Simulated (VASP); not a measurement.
Consider the following.

```
CELL_PARAMETERS angstrom
      0.00000     2.74329     2.74329
      2.74329     0.00000     2.74329
      2.74329     2.74329     0.00000
ATOMIC_POSITIONS crystal
  Ce 0.00000 0.00000 0.00000
  O  0.25000 0.25000 0.25000
  O  0.75000 0.75000 0.75000
```

Calculation: PBE GGA, VASP's PBE PAW potentials (set 64) (plane waves; VASP 6.6.1). Numerical set-up: 400 eV cut-off, 7×7×7 Γ-centred mesh, Fermi-Dirac smearing of 0.010 eV, potentials Ce O.

At this cut-off the stress carries a Pulay error, which pulls relaxed volumes low.

Give the stress tensor in GPa (positive for a compressed cell).

```
-6.97   0.00   0.00
 0.00  -6.97   0.00
 0.00   0.00  -6.97
```
The pressure is its mean diagonal, -6.97 GPa.

The structure comes from a computed database's CeO2 entry; how it stands against other phases isn't given here. The cell was not relaxed at this level. The run is not spin-polarised, so no magnetic state was tried.
